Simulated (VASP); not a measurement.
```
CELL_PARAMETERS angstrom
      5.50958     0.00000     0.00000
      0.00000     5.50958     0.00000
      0.00000     0.00000     5.50958
ATOMIC_POSITIONS crystal
  Sc 0.00000 0.00000 0.00000
  I  0.50000 0.00000 0.00000
  I  0.00000 0.00000 0.50000
  I  0.00000 0.50000 0.00000
```

The base run (VASP): PBE GGA, plane waves, VASP's PBE PAW potentials (set 64). Settings: 400 eV cut-off, 4×4×4 Γ-centred mesh, Gaussian smearing of 0.050 eV, potentials Sc_sv I.

One setting is varied; ΔE counts from the base run. The base run took about 50 core-seconds. The timings are rough (shared machines, no repeats); factors under 2 mean little.

| setting | cost over the base run | electronic steps | ΔE (meV/atom) |
|---|---|---|---|
| AMIX = 0.1, BMIX = 1.0, IMIX = 4 | within a factor of 2 | 19 | 0.0 |
| base run | reference | 15 | 0.0 |
| AMIX = 0.05, BMIX = 3.0, IMIX = 4 | within a factor of 2 | 27 | 0.0 |
| AMIX = 0.6, BMIX = 1.0, IMIX = 1 | within a factor of 2 | 37 | 0.0 |
| AMIX = 0.05, BMIX = 1.0, IMIX = 1 | about 3 times | 66 | 0.0 |
| AMIX = 0.2, BMIX = 3.0, IMIX = 1 | about 3 times | 82 | 0.0 |

Left out are runs that failed, have no time on record or changed the cell.

The structure was generated: ScI3 was put into the ReO3 type (Pm-3m), which need not be its known phase. The cell was not relaxed at this level.
